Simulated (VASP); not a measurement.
Calculation: PBE GGA, VASP's PBE PAW potentials (set 64) (plane waves; VASP).

VASP input:

File KPOINTS:
```
Automatic mesh
0
Gamma
8 8 8
0 0 0
```

**INCAR**
```
! general
SYSTEM =NaI
PREC   =Accurate
ENCUT  =500
LREAL  =.FALSE.
LASPH  =.TRUE.

! electronic loop
EDIFF  =1E-6
NELM   =100
ALGO   =Normal
LMAXMIX=4

! smearing
ISMEAR =0
SIGMA  =0.05

! functional
GGA    =PE

! ions
IBRION =2
NSW    =40
ISIF   =3
EDIFFG =-0.02
PSTRESS=300

! output
LWAVE  =.FALSE.
LCHARG =.FALSE.
```

### POSCAR
```
NaI
1
    0.0000000000     2.8076341093     2.8076341093
    2.8076341093     0.0000000000     2.8076341093
    2.8076341093     2.8076341093     0.0000000000
Na I
1 1
Direct
  0.0000000000   0.0000000000   0.0000000000
  0.5000000000   0.5000000000   0.5000000000
```

POTCAR, in this order: Na_pv I (PBE.64 set). Program: vasp_std.

Energy and stress use the plane-wave basis of the starting cell. Unless said otherwise, spin-orbit coupling is left out, though it shifts the bands of the heavy elements here.

Q: What does the run give for the energy per atom (σ→0), volume per atom, band gap (on the k-mesh)?

A: 
```json
{
 "energy per atom (σ→0)": "-1878 meV/atom",
 "band gap (on the k-mesh)": "3.86 eV",
 "volume_per_atom": "20.17 Å^3/atom"
}
```

File OSZICAR:
```
...
DAV:   4    -0.377271819026E+01    0.58214E-06   -0.50609E-06   721   0.280E-02
   5 F= 0.37982573E+01 E0= 0.37982573E+01  d E =0.155731E-03
       N       E                     dE             d eps       ncg     rms          rms(c)
DAV:   1    -0.375654689138E+01    0.16172E-01   -0.73925E-03   752   0.156E+00    0.116E-01
DAV:   2    -0.375632542088E+01    0.22147E-03   -0.26459E-04   713   0.293E-01    0.553E-02
DAV:   3    -0.375625785922E+01    0.67562E-04   -0.16189E-04   725   0.187E-01    0.215E-02
DAV:   4    -0.375625756464E+01    0.29458E-06   -0.27024E-06   674   0.199E-02
   6 F= 0.37981167E+01 E0= 0.37981167E+01  d E =0.151382E-04
```

The compound is NaI in the rock salt structure. This run relaxes it under an external pressure of 30 GPa. Symmetry was kept, so distortions that lower it aren't found.
